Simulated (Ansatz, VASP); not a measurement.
**TiTe2: VASP beside Ansatz**

Aim: how closely do two programs agree when they are given the same cell, functional and k mesh? The structure shown is the end of the VASP relaxation below.

Calculated with Ansatz 0.2.0; plane waves, with VASP 6.6.1 beside it; single point at PBEsol.

### 1. The structure

The cell holds 3 atoms: 2 Te and 1 Ti. Its edges and angles: a = 3.777 Å, b = 3.777 Å, c = 18.415 Å, α = 90.0°, β = 90.0°, γ = 120.0°. It derives from TiTe2. As first built, before any earlier steps moved the atoms: kind sheets cut from a layered crystal; sheets 1. Vacuum lies along c.

### 2. VASP: relaxation, PBEsol

This run makes the geometry at which the two programs are then compared.

Lines of VASP's logs that name or quote its potential files are left out, and so is its time.

Contents of INCAR:

```
SYSTEM = TiTe2
PREC = Normal
ENCUT = 300
EDIFF = 1E-05
NELM = 120
ISMEAR = 0
SIGMA = 0.05
LREAL = .FALSE.
ALGO = Fast
GGA = PS
NBANDS = 14
LASPH = .TRUE.
LORBIT = 11
LWAVE = .FALSE.
LCHARG = .FALSE.
KPAR = 2
IBRION = 2
NSW = 40
ISIF = 2
EDIFFG = -0.03
POTIM = 0.4
MAXMIX = 40
IDIPOL = 3
LDIPOL = .TRUE.
DIPOL = 0.5 0.5 0.5
```

Contents of POSCAR:

```
TiTe2
1.0
    3.7770000000      0.0000000000      0.0000000000
   -1.8885000000      3.2709779500      0.0000000000
    0.0000000000      0.0000000000     18.4153488000
Te Ti
2 1
Direct
    0.6666666670      0.3333333330      0.5927310370
    0.3333333330      0.6666666670      0.4072689630
    0.0000000000      0.0000000000      0.5000000000
```

Contents of KPOINTS:

```
Automatic mesh
0
Gamma
9 9 1
0 0 0
```

Potentials, in the order of the species: Te and Ti (PBE family, release 64).

Command:

```console
$ mpirun -np 2 vasp_std
```

Numbers of over 12 decimals in the logs are rounded to 6 here.

Log:

```text
[banner, memory and clock lines left out]
running    2 mpi-ranks, on    1 nodes
 distrk:  each k-point on    1 cores,    2 groups
 distr:  one band on    1 cores,    1 groups

 POSCAR found type information on POSCAR TeTi
 POSCAR found :  2 types and       3 ions
|                                                                             |
|               ----> ADVICE to this user running VASP <----                  |
|                                                                             |
|     You enforced a specific xc type in the INCAR file but a different       |
|     [... a line on the potential file left out ...]
|     I HOPE YOU KNOW WHAT YOU ARE DOING!                                     |
|                                                                             |

 LDA part: xc-table for (Slater+PW92), standard interpolation
 POSCAR, INCAR and KPOINTS ok, starting setup
 FFT: planning ... GRIDC
 FFT: planning ... GRID_SOFT
 FFT: planning ... GRID
 WAVECAR not read
 entering main loop
       N       E                     dE             d eps       ncg     rms          rms(c)
DAV:   1     0.792746085686E+02    0.79275E+02   -0.36533E+03   336   0.535E+02
DAV:   2    -0.108002154949E+02   -0.90075E+02   -0.83672E+02   482   0.136E+02
DAV:   3    -0.194753123803E+02   -0.86751E+01   -0.84370E+01   436   0.472E+01
DAV:   4    -0.197719401568E+02   -0.29663E+00   -0.29616E+00   478   0.988E+00
DAV:   5    -0.197796242501E+02   -0.76841E-02   -0.76839E-02   506   0.167E+00    0.136E+01
RMM:   6    -0.192114476027E+02    0.56818E+00   -0.15499E+01   337   0.263E+01    0.101E+01
RMM:   7    -0.181368838209E+02    0.10746E+01   -0.40405E+00   336   0.127E+01    0.786E+00
RMM:   8    -0.172543577381E+02    0.88253E+00   -0.15423E+00   336   0.909E+00    0.132E+00
RMM:   9    -0.172559499691E+02   -0.15922E-02   -0.87981E-02   336   0.233E+00    0.720E-01
RMM:  10    -0.172534706855E+02    0.24793E-02   -0.29662E-02   338   0.102E+00    0.166E-01
RMM:  11    -0.172541804061E+02   -0.70972E-03   -0.64758E-03   338   0.566E-01    0.208E-01
RMM:  12    -0.172542452890E+02   -0.64883E-04   -0.27158E-03   337   0.316E-01    0.797E-02
RMM:  13    -0.172543743370E+02   -0.12905E-03   -0.78684E-04   338   0.203E-01    0.591E-02
RMM:  14    -0.172544325701E+02   -0.58233E-04   -0.34152E-04   353   0.128E-01    0.254E-02
RMM:  15    -0.172544828796E+02   -0.50310E-04   -0.13940E-04   318   0.567E-02    0.119E-02
RMM:  16    -0.172545145426E+02   -0.31663E-04   -0.50617E-05   302   0.354E-02    0.162E-02
RMM:  17    -0.172545276789E+02   -0.13136E-04   -0.13382E-05   243   0.280E-02    0.397E-03
RMM:  18    -0.172545645139E+02   -0.36835E-04   -0.61134E-06   234   0.126E-02    0.393E-03
RMM:  19    -0.172545947004E+02   -0.30187E-04   -0.39679E-06   214   0.830E-03    0.460E-03
RMM:  20    -0.172546172621E+02   -0.22562E-04   -0.18511E-06   200   0.811E-03    0.149E-03
RMM:  21    -0.172546218828E+02   -0.46207E-05   -0.28814E-07   120   0.394E-03
   1 F= -.17254622E+02 E0= -.17253161E+02  d E =-.172546E+02
 curvature:   0.00 expect dE= 0.000E+00 dE for cont linesearch  0.000E+00
 trial: gam= 0.00000 g(F)=  0.711E-03 g(S)=  0.000E+00 ort = 0.000E+00 (trialstep = 0.100E+01)
 search vector abs. value=  0.711E-03
 bond charge predicted
       N       E                     dE             d eps       ncg     rms          rms(c)
DAV:   1    -0.172551765720E+02   -0.55931E-03   -0.12865E-02   414   0.576E-01    0.459E-02
RMM:   2    -0.172552345070E+02   -0.57935E-04   -0.55262E-04   336   0.138E-01    0.583E-02
RMM:   3    -0.172552327878E+02    0.17192E-05   -0.15774E-04   336   0.887E-02    0.360E-02
RMM:   4    -0.172552214611E+02    0.11327E-04   -0.38221E-05   299   0.446E-02    0.514E-03
RMM:   5    -0.172552207991E+02    0.66200E-06   -0.59160E-06   192   0.174E-02
   2 F= -.17255221E+02 E0= -.17253710E+02  d E =-.598916E-03
 trial-energy change:   -0.000599  1 .order   -0.000595   -0.000711   -0.000478
 step:   3.0550(harm=  3.0550)  dis= 0.01132  next Energy=   -17.255708 (dE=-0.109E-02)
 bond charge predicted
       N       E                     dE             d eps       ncg     rms          rms(c)
DAV:   1    -0.172556090894E+02   -0.38763E-03   -0.55267E-02   366   0.119E+00    0.100E-01
RMM:   2    -0.172557145434E+02   -0.10545E-03   -0.20173E-03   336   0.310E-01    0.195E-02
RMM:   3    -0.172557425720E+02   -0.28029E-04   -0.24316E-04   336   0.112E-01    0.851E-03
RMM:   4    -0.172557475705E+02   -0.49985E-05   -0.57889E-05   273   0.531E-02
   3 F= -.17255748E+02 E0= -.17254134E+02  d E =-.112569E-02
 curvature:  -1.53 expect dE=-0.729E-08 dE for cont linesearch -0.729E-08
 trial: gam=-0.00258 g(F)=  0.477E-08 g(S)=  0.000E+00 ort = 0.184E-05 (trialstep = 0.141E+01)
 search vector abs. value=  0.100E-09
 reached required accuracy - stopping structural energy minimisation
```

From OUTCAR (step 2):

```text
ion  position               nearest neighbor table
   1  0.667  0.333  0.593-   3 2.77   3 2.77   3 2.77
   2  0.333  0.667  0.407-   3 2.77   3 2.77   3 2.77
   3  0.000  0.000  0.500-   1 2.77   2 2.77   2 2.77   1 2.77   1 2.77   2 2.77

  LATTYP: Found a hexagonal cell.
 ALAT       =     3.7770000000
 C/A-ratio  =     4.8756549643

 Subroutine GETGRP returns: Found 12 space group operations
 (whereof 12 operations were pure point group operations)

The static configuration has the point symmetry D_3d.

 Found     12 irreducible k-points:

   k-points           NKPTS =     12   k-points in BZ     NKDIM =     12   number of bands    NBANDS=     14

   dimension x,y,z NGX =    16 NGY =   16 NGZ =   80
   dimension x,y,z NGXF=    32 NGYF=   32 NGZF=  160

   ENCUT  =  300.0 eV  22.05 Ry    4.70 a.u.   5.33  5.33 26.01*2*pi/ulx,y,z

   NELECT =      16.0000    total number of electrons

 k-points in reciprocal lattice and weights: Automatic mesh
   0.00000000  0.00000000  0.00000000       0.012
   0.11111111  0.00000000  0.00000000       0.074
   0.22222222  0.00000000  0.00000000       0.074
   0.33333333  0.00000000  0.00000000       0.074
   0.44444444  0.00000000  0.00000000       0.074
   0.11111111  0.11111111  0.00000000       0.074
   0.22222222  0.11111111  0.00000000       0.148
   0.33333333  0.11111111  0.00000000       0.148
   0.44444444  0.11111111  0.00000000       0.074
   0.22222222  0.22222222  0.00000000       0.074
   0.33333333  0.22222222  0.00000000       0.148
   0.33333333  0.33333333  0.00000000       0.025

 dipolmoment           0.000000      0.000000      0.000000 electrons x Angstroem

 average (electrostatic) potential at core
       1 -95.0350       2 -95.0350       3 -31.4876

 E-fermi :  -1.3186

 k-point     1 :       0.0000    0.0000    0.0000
  band No.  band energies     occupation
    ...
      2     -12.4132      2.00000
      3      -5.4594      2.00000
      4      -2.8936      2.00000
      5      -2.8936      2.00000
      6      -2.5366      2.00000
      7      -0.9375      0.00000
      8      -0.9375      0.00000
      9      -0.7500      0.00000
     10      -0.1928      0.00000
     11      -0.1928      0.00000
    ...

 k-point     2 :       0.1111    0.0000    0.0000
  band No.  band energies     occupation
    ...
      3      -5.3082      2.00000
      4      -3.4368      2.00000
      5      -2.8714      2.00000
      6      -2.1818      2.00000
      7      -1.7044      2.00000
      8      -1.2872      0.37557
      9      -0.8716      0.00000
     10      -0.1227      0.00000
     11       0.0225      0.00000
     12       1.4262      0.00000
    ...

 k-point     3 :       0.2222    0.0000    0.0000
  band No.  band energies     occupation
    ...
      4      -4.1888      2.00000
      5      -3.2791      2.00000
      6      -2.8579      2.00000
      7      -2.0916      2.00000
      8      -1.7492      2.00000
      9      -1.0712      0.00000
     10      -0.0158      0.00000
     11       0.0984      0.00000
     12       0.9342      0.00000
     13       1.7544      0.00000
    ...

  Total       -1.5215149     -1.5215149     -0.0238820      0.0000000     -0.0000000     -0.0000000
  in kB      -10.7147548    -10.7147548     -0.1681811      0.0000000     -0.0000000     -0.0000000
  external PRESSURE =      -7.1992302 kB  Pullay stress =       0.0000000 kB

  energy-cutoff  :      300.00
  volume of cell :      227.51
      direct lattice vectors                 reciprocal lattice vectors
     3.777000000  0.000000000  0.000000000     0.264760392  0.152859484  0.000000000
    -1.888500000  3.270977950  0.000000000     0.000000000  0.305718967  0.000000000
     0.000000000  0.000000000 18.415348800     0.000000000  0.000000000  0.054302528

 POSITION                                       TOTAL-FORCE (eV/Angst)
 -----------------------------------------------------------------------------------
      1.88850      1.09033     10.90403        -0.000000      0.000000     -0.000249
     -0.00000      2.18065      7.51132         0.000000      0.000000      0.000249
      0.00000      0.00000      9.20767        -0.000000      0.000000      0.000000
 -----------------------------------------------------------------------------------
    total drift:                               -0.000000      0.000000      0.000000

  FREE ENERGIE OF THE ION-ELECTRON SYSTEM (eV)
  ---------------------------------------------------
  free  energy   TOTEN  =       -17.2557475705 eV

  energy  without entropy=      -17.2525195822  energy(sigma->0) =      -17.25413358

 reached required accuracy - stopping structural energy minimisation

 vacuum level on the upper side and lower side of the slab         3.627         3.627

 total charge
# of ion       s       p       d       tot
------------------------------------------
    1        1.384   1.997   0.033   3.415
    2        1.384   1.997   0.033   3.415
    3        0.400   0.598   2.366   3.364
--------------------------------------------------
tot          3.168   4.593   2.432  10.194

[... 3 further parts left out ...]
```

CONTCAR:

```
TiTe2
   1.00000000000000
     3.7770000000000001    0.0000000000000000    0.0000000000000000
    -1.8885000000000001    3.2709779499999998    0.0000000000000000
     0.0000000000000000    0.0000000000000000   18.4153488000000003
  Te              Ti
     2     1
Direct
     0.6666666670000012    0.3333333329999988    0.5921164464613238
     0.3333333329999988    0.6666666670000012    0.4078835535386762
     0.0000000000000000    0.0000000000000000    0.5000000000000000
```

This run has no spin polarisation, although Ti can carry a moment. The data set Ti keeps the semicore shell frozen, which is cheaper and a little less accurate.

### 3. Ansatz: single point, PBEsol

Ansatz runs on its default PAW (the set named soft_2) files.

The same cell, functional, mesh and smearing now go to Ansatz, which takes its cutoff from its data sets.

Contents of input.yaml:

```yaml
crystal:
  lattice:
    - [3.777, 0.0, 0.0]
    - [-1.8885, 3.27097795, 0.0]
    - [0.0, 0.0, 18.4153488]
  atoms:
    - { symbol: Te, position: [0.66666667, 0.33333333, 0.59211645] }
    - { symbol: Te, position: [0.33333333, 0.66666667, 0.40788355] }
    - { symbol: Ti, position: [0.0, 0.0, 0.5] }
hamiltonian:
  xc: pbesol
  pseudopotentials: { kind: paw }
kpoints:
  mp_grid: { grid: [9, 9, 1] }
scf:
  occupations: { method: gaussian, width: 0.05 }
  n_extra_bands: 4
efield:
  axis: 3
  dipole_correction: true
  ramp_width: 0.04
output:
  forces: true
  eigenvalues: true
```

Command:

```console
$ ansatz run input.yaml --threads 2 --pin off --max-ram 4608MiB --backend cpu --events-out ev --progress --plain --runs-dir out
```

Log:

```text
scf.n_extra_bands = 4 over 22 filled bands (N_el = 44.0): the run solves 26 bands
Engine: ansatz 0.2.0, aarch64-unknown-linux-gnu
Pseudopotentials: kind: paw
Pseudopotential: Te, paw, valence charge 16, recommended cutoff 420 eV (normal), Te.paw.azcp
Pseudopotential: Ti, paw, valence charge 12, recommended cutoff 420 eV (normal), Ti.paw.azcp
Functional definition: PBEsol
  exchange = pbesol_x
  correlation = pbesol_c
Crystal: 3 atoms, lattice volume = 227.512 Å³
Basis set: ecut = 420 eV, 4441 PW (Γ), exchange–correlation on 54×54×250 points (8 copies of the dense FFT grid, shifted against one another)
Bands: 26, of which v1, the nominal top of the filled ones, is band 22 counted from 1 (21 counted from 0)
Symmetry: 6 space group operations
k-points: 12 of 81 (time reversal used)
Non-local potential: Te, projectors of the file, l = 0: 2, l = 1: 2, l = 2: 2, l = 3: 2
Non-local potential: Ti, projectors of the file, l = 0: 3, l = 1: 2, l = 2: 3, l = 3: 1
PAW form: soft (Blöchl's): semilocal exchange-correlation on the pseudo side does not see the compensation charge
PAW frozen core: Te, regenerated for the run's functional, and the local potential with it (the file was generated under x = pbe(κ = 0.804, μ = 0.219515), c = pbe(β = 0.066725))
PAW frozen core: Ti, regenerated for the run's functional, and the local potential with it (the file was generated under x = pbe(κ = 0.804, μ = 0.219515), c = pbe(β = 0.066725))
PAW one-centre angular grid: Te, 590 points (default); XC on 64 Gauss nodes
PAW one-centre angular grid: Ti, 590 points (default); XC on 64 Gauss nodes
Initial density: superposition of atomic densities (neutral atoms: chi_scale 0, normalization atom), corrected by the library's trained network
Initial wavefunctions: pseudopotential atomic-orbital guess
Functional: x = pbesol(κ = 0.804, μ = 0.123457), c = pbesol(β = 0.046)
SCF iter   1: F=—  HF=-16278.899385 eV  |F-HF|=—  |Δ(HF+E_count)|=         —  Δρ=4.83e-3  dr2=8.79e-2  ethr=1.77e-3  p=0.000 e·Å  D=2.23e-14 V/Å  ΔV_dip=-0.00 eV  dr2_dipole=9.30e-8  V_vac-E_F(+/−)=4.91/4.91 eV  ⟨swp⟩=8.2  Hψ=1549  notcnv=0
efield: sawtooth ramp at fractional position 0.9800 (placed from the atoms, in the widest stretch of the axis that holds none; the zero of the levels goes with the place), width 0.0400; the density the first Hamiltonian is built on has a dipole p = 0.000 e·Å; the dipole correction subtracts the counter field D = 2.23e-14 V/Å, which shifts the + side's vacuum level by -0.00 eV against the − side's; the planar-averaged density in the ramp window peaks in size at 1.7e-5 e/Å³
preconditioner: auto → LDOS  [insulator: Δε(μ)=0.075 eV  Ē_g=5.915 eV  σ=0.050 eV  W_gap=0.65  n_scr=42 (ndim 8)  ℏωp=9.8 eV  f_vac=0.613  D(μ)=2.66/eV (n_scr^D=8)  ε∞_Penn≈3.8  β→1.0]
SCF iter   2: F=—  HF=-16278.889357 eV  |F-HF|=—  |Δ(HF+E_count)|=   1.00e-2  Δρ=2.08e-3  dr2=1.24e-2  ethr=2.00e-4  p=0.000 e·Å  D=4.96e-6 V/Å  ΔV_dip=-0.00 eV  dr2_dipole=1.96e-7  V_vac-E_F(+/−)=5.04/5.04 eV  ⟨swp⟩=3.4  Hψ=638  notcnv=0  defer=1
SCF iter   3: F=—  HF=-16278.889011 eV  |F-HF|=—  |Δ(HF+E_count)|=   3.46e-4  Δρ=5.61e-4  dr2=1.49e-3  ethr=2.82e-5  p=0.000 e·Å  D=8.31e-6 V/Å  ΔV_dip=-0.00 eV  dr2_dipole=2.16e-9  V_vac-E_F(+/−)=4.97/4.97 eV  ⟨swp⟩=2.0  Hψ=418  notcnv=0  defer=1
SCF iter   4: F=—  HF=-16278.888965 eV  |F-HF|=—  |Δ(HF+E_count)|=   4.59e-5  Δρ=1.89e-4  dr2=1.02e-4  ethr=3.38e-6  p=0.000 e·Å  D=2.35e-6 V/Å  ΔV_dip=-0.00 eV  dr2_dipole=1.49e-9  V_vac-E_F(+/−)=4.98/4.98 eV  ⟨swp⟩=2.0  Hψ=365  notcnv=0  defer=1
SCF iter   5: F=—  HF=-16278.888943 eV  |F-HF|=—  |Δ(HF+E_count)|=   2.24e-5  Δρ=4.22e-5  dr2=5.22e-6  ethr=2.31e-7  p=-0.000 e·Å  D=-1.65e-6 V/Å  ΔV_dip=0.00 eV  dr2_dipole=9.49e-11  V_vac-E_F(+/−)=4.98/4.98 eV  ⟨swp⟩=2.6  Hψ=638  notcnv=0  defer=1
SCF iter   6: F=—  HF=-16278.888909 eV  |F-HF|=—  |Δ(HF+E_count)|=   3.43e-5  Δρ=8.98e-6  dr2=1.87e-7  ethr=1.19e-8  p=-0.000 e·Å  D=-4.23e-7 V/Å  ΔV_dip=0.00 eV  dr2_dipole=1.47e-12  V_vac-E_F(+/−)=4.98/4.98 eV  ⟨swp⟩=2.1  Hψ=561  notcnv=0  defer=1
SCF iter   7: F=-16278.888909 eV  HF=-16278.888909 eV  |F-HF|=1.17e-8  |Δ(HF+E_count)|=   6.39e-8  Δρ=1.88e-6  dr2=5.64e-9  ethr=2.27e-10  p=-0.000 e·Å  D=-1.31e-7 V/Å  ΔV_dip=0.00 eV  dr2_dipole=1.41e-13  V_vac-E_F(+/−)=4.98/4.98 eV  ⟨swp⟩=6.9  Hψ=1290  notcnv=0
SCF 1 converged in 7 iterations: F = -16278.888909 eV  dr2 = 5.64e-9
  greatest PAW one-centre occupation: 0.999 electrons in one spin orbital (limit 2), on the Ti atom at site 2 (counted from 0), in its partial waves of l = 0
SCF converged after 7 iterations
Free energy (F): -16278.888909 eV
Harris-Foulkes:  -16278.888909 eV  (|F-HF|=1.17e-8)
Internal energy: -16278.885679 eV  (E = F + TS)
E sigma→0 (E₀):  -16278.887294 eV
Entropy (-TS):   -0.003230 eV (-1.077 meV/atom)
Fermi energy:    0.322026 eV
Dipole field:    D = -0.000001 V/Å  (p = -0.000001 e·Å, saw-weighted, corrected)
Work function:   Φ+ = 4.9812 eV   Φ− = 4.9812 eV
Levels:          The Fermi level and band energies are counted from a zero that moves with the ramp; work functions are not
--- Per-component energies (eV) ---
  E_band       = -1097.687294
  E_kinetic    = 633.145802
  E_local      = -25299.328747  (includes V_loc(G=0)·N_el)
  E_nonlocal   = -606.037287
  E_hartree    = 12717.788982
  E_xc         = -343.479575
  E_vxc        = -329.852302  (∫ρ·V_xc dr)
  E_paw        = -10192.091326  (= ΣΔE_a)
  E_vpaw       = -931.192513  (= ΣTr[D̂ρ^β])
  E_aug_tail   = -0.000225  (compensation charges beyond the density's cutoff)
  E_efield     = 0.000000  (sawtooth field / dipole correction)
  E_vefield    = 0.000000  (∫n·V_field dr)
  E_ewald      = 6810.227684
  E_core_change = 0.889015  (= ΣΔE_core)
  E_smearing   = -0.003230  (= −TS)
  E_closure    = -0.000000  (closes the sum)
  Σ components = -16278.888909   (vs F -16278.888909, Δ=0.00e0)
--- Forces (eV/Å), atoms counted from 1 ---
  atom   1  Te     0.00000000     0.00000000     0.02904229
  atom   2  Te     0.00000000    -0.00000000    -0.02904209
  atom   3  Ti     0.00000000    -0.00000000     0.00000056
  max |Σ_I F_I| component: 7.65e-7 eV/Å
--- Band table (eV; the first three rows and the last of 12) ---
  k-point 0: bands = [... 18 lower, -1.2653, -0.9251, 0.7211, 0.7211, 0.8999, 1.4100, 1.4100, 3.7800]
  k-point 1: bands = [... 18 lower, -1.2436, -0.5664, -0.0825, 0.3511, 0.7789, 1.5180, 1.6511, 3.0846]
  k-point 2: bands = [... 18 lower, -1.6644, -1.2315, -0.4800, -0.1226, 0.5763, 1.6419, 1.7507, 2.5997]
  k-point 11: bands = [... 18 lower, -3.3096, -2.3034, -1.5509, -1.5509, 1.2900, 1.5554, 1.5554, 2.8142]
```

Wall time 5.2 s (2 threads of Arm Neoverse N1, shared host); peak memory 0.43 GiB; 9.8 s of CPU time.

### 4. Side by side

Known differences besides the PAW data sets themselves: the data sets hold 44 valence electrons in Ansatz (default PAW (the set named soft_2) files) and 16 in VASP; the cutoff is 420 eV in Ansatz and 300 eV in VASP (PREC = Normal); Ansatz makes its cores anew for this functional, VASP keeps those of its PBE data sets. Total energies have different zeros and are not compared.

At this near-relaxed geometry the largest component of a force difference is 29 meV/Å.

### 5. Further runs

The difference is large enough to ask for its cause, so further runs change the set-up of one program at a time, as the table lists.

```tsv
run	r.m.s. force difference (meV/Å)
as above	14
cores kept as stored, as VASP does, whose cores stay as stored	15
Ansatz's larger PAW set (cutoff 910 eV)	14
norm-conserving potentials (cutoff 1143 eV)	11
```

### 6. Summary of results

```
r.m.s. force difference (single point, PBEsol) : 14 meV/Å
```

The r.m.s. force difference is 14 meV/Å (single point, PBEsol), beyond the 12 meV/Å picked in this series as the mark of a large difference. For single point, PBEsol: no further run halves the r.m.s. force difference; only Ansatz's side was varied, and Ansatz's runs with other potentials lie closer to each other than to VASP, which for this quantity points to VASP's side; this was not tested here. How closely two codes agree says nothing of how well the functional describes the real material.

[Lines on the potential files, build, host, timing and source positions are cut from VASP's logs without a mark.]

[Logs are printed without paths, hosts, clocks, repeated set-up lines and the standing remarks that a program may print on its own settings, such as how far it seeks lower states.]

[Hosts, paths, dates, database ids (printed as entryN), source tags and the programs' standing remarks are cut or masked in the printed files.]
